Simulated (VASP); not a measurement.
Here is the system:

```
ZrSe2
1.0
    1.91983    -3.32525     0.00000
    1.91983     3.32525     0.00000
    0.00000     0.00000     8.77429
Zr Se
1 2
Direct
  0.00000   0.00000   0.00000
  0.33333   0.66667   0.17964
  0.66667   0.33333   0.82036
```

Method: revPBE GGA, VASP's PBE PAW potentials (set 64) (plane waves; VASP). Numerical set-up: 520 eV cut-off, 8×8×3 Γ-centred mesh, tetrahedra with Blöchl corrections, potentials Zr_sv Se.

The cores are frozen, which limits the accuracy of field gradients. Without a dispersion term in the relaxation, distances and binding between the weakly bound layers, chains or molecules are unreliable, and so is what depends on them.

Q: Give the principal components of the electric field gradient (V/Å²) and the asymmetry η at each nucleus.

A: 
```tsv
atom	Vxx	Vyy	Vzz	η
Zr1	11.0	11.0	-21.9	0.00
Se2	5.2	5.2	-10.4	0.00
Se3	5.2	5.2	-10.4	0.00
```

The compound is ZrSe2 in the 1T layered structure. It was relaxed first, which changed the volume by +48 %.
